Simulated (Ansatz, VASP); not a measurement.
## One calculation of Zr2BiN2, two programs

```
CELL_PARAMETERS angstrom
3.93589 0.00000 0.00000
0.00000 3.93589 0.00000
0.00000 0.00000 7.19346
ATOMIC_POSITIONS crystal
Zr 0.50000 0.00000 0.58912
Zr 0.00000 0.50000 0.58912
Bi 0.00000 0.00000 0.08909
N 0.00000 0.00000 0.75793
N 0.00000 0.00000 0.42031
```

Alike in both runs: functional PBE; k mesh 4 × 4 × 4; occupations gaussian, width 0.1 eV; no spin polarisation.

Ansatz relaxed the structure, and its values are those at the end. VASP's run is a single point on that final structure, the one shown.

```csv
,VASP,Ansatz
version,VASP 6.6.1,Ansatz 0.2.0
potentials or method,"VASP PAW PBE potentials, release 64 (Zr_sv, Bi_d, N)","scalar-relativistic, plane waves, PAW"
plane-wave cutoff (eV),520,420
valence electrons in the cell,49,49
```

Ansatz gave:

* gap on the k mesh at the Fermi level (eV): none
* pressure (GPa): 0.0
* rms of the force components (eV/Å): 0.005

Task: Estimate VASP's values.

Result: gap on the k mesh at the Fermi level (eV): none; pressure (GPa): 0.0; rms of the force components (eV/Å): 0.002.

A gap of «none» marks a metal or a gap that the smearing closes.

Caveats: the k mesh is coarse (spacing up to 0.40 Å⁻¹), so the values aren't converged; spin-orbit coupling is left out, which moves the levels of the heavy elements.
